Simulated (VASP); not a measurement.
Here is the system:

```
CELL_PARAMETERS angstrom
      2.78983     0.00000     0.00000
     -1.39491     2.41606     0.00000
      0.00000     0.00000     8.97630
ATOMIC_POSITIONS crystal
  Zn 0.00000 0.00000 0.00000
  Zn 0.00000 0.00000 0.50000
  Zn 0.33333 0.66667 0.25000
  Zn 0.66667 0.33333 0.75000
```

Method: revPBE GGA, VASP's PBE PAW potentials (set 64) (plane waves; VASP 6.6.1). Run with 300 eV cut-off, 18×18×5 Γ-centred mesh shifted by (0.5, 0.5, 0.5), Gaussian smearing of 0.20 eV, potentials Zn.

At this cut-off the stress carries a Pulay error, which pulls relaxed volumes low.

**Question.** What does the run give for the energy per atom (σ→0), pressure, band gap (on the k-mesh) with the smallest direct gap where there is one?

**Answer.** 
The band gap (on the k-mesh) is none (metal, semimetal or under 0.01 eV) and the energy per atom (σ→0) is -0.785 eV/atom. The pressure is 2.06 GPa.

Total energies compare only between runs with the same potentials, cut-off and functional.

The structure was generated: Zn was put into an ordered model structure, which need not be its known phase. The cell was not relaxed at this level.
